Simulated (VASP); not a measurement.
Computed with vdW-DF-cx, VASP's PBE PAW potentials (set 64) (plane waves; VASP).

Input for VASP

INCAR:
```
SYSTEM = InP
PREC = Accurate
ENCUT = 520
EDIFF = 1E-7
NELM = 100
ALGO = Normal
LREAL = .FALSE.
LASPH = .TRUE.
ISMEAR = 0
SIGMA = 0.05
GGA = CX
LUSE_VDW = .TRUE.
AGGAC = 0.0
LMAXMIX = 4
LWAVE = .FALSE.
LCHARG = .FALSE.
ISIF = 2
```

POSCAR:
```
InP
1
    0.0000000000     2.9769998859     2.9769998859
    2.9769998859     0.0000000000     2.9769998859
    2.9769998859     2.9769998859     0.0000000000
In P
1 1
Direct
  0.0000000000   0.0000000000   0.0000000000
  0.2500000000   0.2500000000   0.2500000000
```

**KPOINTS**
```
Automatic mesh
0
Gamma
8 8 8
0 0 0
```

POTCAR, in this order: In_d P (PBE.64 set). Program: vasp_std.

What VASP printed:

File OSZICAR:
```
       N       E                     dE             d eps       ncg     rms          rms(c)
DAV:   1     0.117656591667E+03    0.11766E+03   -0.85762E+03   759   0.151E+03
DAV:   2     0.374072779346E+01   -0.11392E+03   -0.11101E+03   799   0.332E+02
DAV:   3    -0.422947483013E+01   -0.79702E+01   -0.79161E+01   969   0.903E+01
DAV:   4    -0.445079999064E+01   -0.22133E+00   -0.22118E+00   926   0.165E+01
DAV:   5    -0.445971477049E+01   -0.89148E-02   -0.89142E-02  1084   0.286E+00    0.485E+00
DAV:   6    -0.411617529239E+01    0.34354E+00   -0.69729E-01  1108   0.150E+01    0.297E+00
DAV:   7    -0.409544416409E+01    0.20731E-01   -0.15957E-01  1028   0.355E+00    0.113E+00
DAV:   8    -0.409516715536E+01    0.27701E-03   -0.13608E-02   957   0.167E+00    0.296E-01
DAV:   9    -0.409566992099E+01   -0.50277E-03   -0.18509E-03   920   0.665E-01    0.166E-01
DAV:  10    -0.409571056065E+01   -0.40640E-04   -0.17328E-04  1000   0.113E-01    0.110E-01
DAV:  11    -0.409575776821E+01   -0.47208E-04   -0.48900E-05   844   0.535E-02    0.230E-02
DAV:  12    -0.409576350013E+01   -0.57319E-05   -0.21730E-05   937   0.851E-02    0.147E-02
DAV:  13    -0.409576366558E+01   -0.16545E-06   -0.12415E-06   892   0.108E-02    0.124E-02
DAV:  14    -0.409576395724E+01   -0.29166E-06   -0.69382E-07   819   0.757E-03    0.273E-03
DAV:  15    -0.409576398930E+01   -0.32056E-07   -0.36149E-08   617   0.156E-03
   1 F= -.40957640E+01 E0= -.40957640E+01  d E =-.148872E-09
```

File OUTCAR:
```
------------------------ aborting loop because EDIFF is reached ----------------------------------------
  FORCE on cell =-STRESS in cart. coord.  units (eV):
  Direction    XX          YY          ZZ          XY          YZ          ZX
  --------------------------------------------------------------------------------------
  Total       -0.5892693     -0.5892693     -0.5892693      0.0000000      0.0000000      0.0000000
  in kB      -17.8919622    -17.8919622    -17.8919622      0.0000000      0.0000000      0.0000000
  external PRESSURE =     -17.8919622 kB  Pullay stress =       0.0000000 kB
  volume of cell :       52.77
      direct lattice vectors                 reciprocal lattice vectors
     0.000000000  2.976999886  2.976999886    -0.167954323  0.167954323  0.167954323
     2.976999886  0.000000000  2.976999886     0.167954323 -0.167954323  0.167954323
     2.976999886  2.976999886  0.000000000     0.167954323  0.167954323 -0.167954323
  FREE ENERGIE OF THE ION-ELECTRON SYSTEM (eV)
  ---------------------------------------------------
  free  energy   TOTEN  =        -4.0957639893 eV

  energy  without entropy=       -4.0957639891  energy(sigma->0) =       -4.09576399
```
(Selected blocks of OUTCAR.)

The compound is InP in the zinc blende structure. This cell is one point of a volume scan, at 1.03 of the reference volume.
